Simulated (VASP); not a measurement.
VASP input:

**KPOINTS**
```
Automatic mesh
0
Gamma
8 8 8
0 0 0
```

POSCAR:
```
Eu
1
   -2.3358000000     2.3358000000     2.3358000000
    2.3358000000    -2.3358000000     2.3358000000
    2.3358000000     2.3358000000    -2.3358000000
Eu
1
Direct
  0.0107029711   0.0256871307   0.0363901019
```

**INCAR**
```
SYSTEM = Eu
PREC = Accurate
ENCUT = 400
EDIFF = 1E-6
NELM = 100
ALGO = Normal
LREAL = .FALSE.
LASPH = .TRUE.
ISMEAR = 1
SIGMA = 0.1
GGA = PE
LMAXMIX = 6
LWAVE = .FALSE.
LCHARG = .FALSE.
ISIF = 3
IBRION = 3
NSW = 40
EDIFFG = -0.01
POTIM = 5.0
```

POTCAR, in this order: Eu_2 (PBE.64 set). Program: vasp_std.

The run wrote:

File standard output:
```
...
DAV:  10    -0.182600644640E+01    0.28514E-06   -0.16509E-06   640   0.102E-02
   1 F= -.18260064E+01 E0= -.18265146E+01  d E =-.182601E+01
quench:  g(F)=  0.819E-46 g(S)=  0.311E+00 dE (1.order)=-0.622E+00
 bond charge predicted
       N       E                     dE             d eps       ncg     rms          rms(c)
DAV:   1    -0.866658185753E+02   -0.84840E+02   -0.22176E+03   464   0.580E+02    0.201E+02
DAV:   2    -0.183686830442E+02    0.68297E+02   -0.45696E+01   672   0.102E+02    0.538E+01
DAV:   3     0.605652047302E+01    0.24425E+02   -0.26250E+01   592   0.820E+01    0.362E+01
DAV:   4     0.781764921144E+01    0.17611E+01   -0.73652E+00   640   0.489E+01    0.144E+01
DAV:   5     0.779619875499E+01   -0.21450E-01   -0.53024E-02   600   0.309E+00    0.193E+00
DAV:   6     0.779672673567E+01    0.52798E-03   -0.59677E-04   576   0.384E-01    0.104E+00
DAV:   7     0.779683339032E+01    0.10665E-03   -0.15275E-04   656   0.111E-01    0.257E-02
DAV:   8     0.779683344623E+01    0.55915E-07   -0.22267E-07   416   0.784E-03
   2 F= 0.77968334E+01 E0= 0.77970591E+01  d E =0.962284E+01
quench:  g(F)=  0.343E-50 g(S)=  0.103E+04 dE (1.order)=-0.202E+04
 bond charge predicted
       N       E                     dE             d eps       ncg     rms          rms(c)
DAV:   1     0.324079201470E+03    0.31628E+03   -0.15705E+03   712   0.125E+01BRMIX: very serious problems
 the old and the new charge density differ
 old charge density:     8.00000 new    7.99948
    0.662E+01
DAV:   2     0.317944470424E+03   -0.61347E+01   -0.35333E+00   512   0.621E+00    0.397E+01
DAV:   3     0.325818676754E+03    0.78742E+01   -0.12205E-01   648   0.142E+00    0.140E+00
DAV:   4     0.337161206078E+03    0.11343E+02   -0.13881E-01   464   0.148E+00    0.905E-01
DAV:   5     0.345321856290E+03    0.81607E+01   -0.80781E-01   464   0.301E+00    0.497E-02
DAV:   6     0.345297340540E+03   -0.24516E-01   -0.71675E-04   896   0.850E-02    0.369E-02
DAV:   7     0.345238539754E+03   -0.58801E-01   -0.12298E-02   480   0.312E-01    0.115E-02
DAV:   8     0.345231362981E+03   -0.71768E-02   -0.67366E-04   912   0.754E-02    0.617E-03
DAV:   9     0.345229840346E+03   -0.15226E-02   -0.76656E-05   480   0.278E-02    0.327E-03
DAV:  10     0.345229449503E+03   -0.39084E-03   -0.40932E-05   480   0.200E-02    0.115E-03
DAV:  11     0.345229366782E+03   -0.82721E-04   -0.58462E-06   880   0.794E-03    0.358E-04
DAV:  12     0.345229362568E+03   -0.42145E-05   -0.49785E-07   448   0.207E-03    0.261E-04
DAV:  13     0.345229359415E+03   -0.31526E-05   -0.35712E-07   280   0.186E-03    0.638E-05
DAV:  14     0.345229359452E+03    0.37308E-07   -0.88299E-09   232   0.294E-04
   3 F= 0.34522936E+03 E0= 0.34522458E+03  d E =0.337433E+03
quench:  g(F)=  0.131E-34 g(S)=  0.167E+04 dE (1.order)=-0.167E+04
 bond charge predicted

 -----------------------------------------------------------------------------
|                                                                             |
|     EEEEEEE  RRRRRR   RRRRRR   OOOOOOO  RRRRRR      ###     ###     ###     |
|     E        R     R  R     R  O     O  R     R     ###     ###     ###     |
|     E        R     R  R     R  O     O  R     R     ###     ###     ###     |
|     EEEEE    RRRRRR   RRRRRR   O     O  RRRRRR       #       #       #      |
|     E        R   R    R   R    O     O  R   R                               |
|     E        R    R   R    R   O     O  R    R      ###     ###     ###     |
|     EEEEEEE  R     R  R     R  OOOOOOO  R     R     ###     ###     ###     |
|                                                                             |
|     Orbital orthonormalization failed in the inversion of matrix            |
|     LAPACK: Routine ZPOTRF failed! kpoint: 1 spin: 1                        |
|                                                                             |
|     Possible solutions for this issue are:                                  |
|     - Please check whether the atoms are too close to each other.           |
|     - Decreasing POTIM might help during relaxations or MDs.                |
|     - Deleting CHGCAR or WAVECAR if incompatible with the structure.        |
|     - Try calculating without symmetrizing (ISYM = 0 or ISYM = -1).         |
|                                                                             |
|       ---->  I REFUSE TO CONTINUE WITH THIS SICK JOB ... BYE!!! <----       |
|                                                                             |
 -----------------------------------------------------------------------------
```

Question: Read input and log: which fault does this run have?
(A) the lattice vectors form a left-handed set
(B) Methfessel-Paxton smearing was used on a material with a gap
(C) NSW is too small for the relaxation to finish
(D) POTIM is too large for the ionic optimiser

Answer: D, POTIM is too large for the ionic optimiser. VASP stops with an error: Orbital orthonormalization failed in the inversion of matrix LAPACK: Routine ZPOTRF failed! kpoint: 1 spin: 1 Possible solutions for this issue are: - Please check whether the atoms are too close to each other. - Decreasing POTIM might help during relaxations or MDs. - Deleting CHGCAR or WAVECAR if incompatible with the structure. - Try calculating without symmetrizing (ISYM = 0 or ISYM = -1). ----> I REFUSE TO CONTINUE WITH THIS SICK JOB ... BYE!!! <----

To mend it, set IBRION = 2, remove POTIM.

The mended run (PBE GGA, plane waves, VASP's PBE PAW potentials (set 64)) converges, and its OSZICAR ends with
```
   4 F= -.18610352E+01 E0= -.18607267E+01  d E =-.350288E-01
```

The compound is Eu in the bcc structure. The 4f electrons are frozen in the core of the lanthanide potential, so 4f levels, which can set the real gap, and their magnetism are missing.
